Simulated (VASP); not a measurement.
```
Ag
1.0
    0.00000     2.06080     2.06080
    2.06080     0.00000     2.06080
    2.06080     2.06080     0.00000
Ag
1
Direct
  0.00000   0.00000   0.00000
```

Level of theory: PBE GGA, VASP's PBE PAW potentials (set 64) (plane waves; VASP 6.6.1). Numerical set-up: 300 eV cut-off, 9×9×9 Γ-centred mesh, Gaussian smearing of 0.27 eV, potentials Ag.

**Question.** Give the energies of bands 1 to 7 at the high-symmetry points, in eV from the Fermi level.

**Answer.** 
```tsv
band	Γ	X	U	L	W
1	-7.80	-6.49	-6.07	-6.45	-5.76
2	-4.92	-6.35	-5.66	-4.95	-5.18
3	-4.92	-3.21	-4.23	-4.95	-5.18
4	-4.92	-2.98	-3.73	-3.18	-3.93
5	-3.94	-2.98	-3.25	-3.18	-2.98
6	-3.94	1.41	4.01	-0.55	5.64
7	15.75	6.32	4.93	3.24	5.64
```

It has no gap at this level: it comes out as a metal or semimetal.

The structure comes from a computed database's Ag entry; how it stands against other phases isn't given here. The cell was not relaxed at this level.
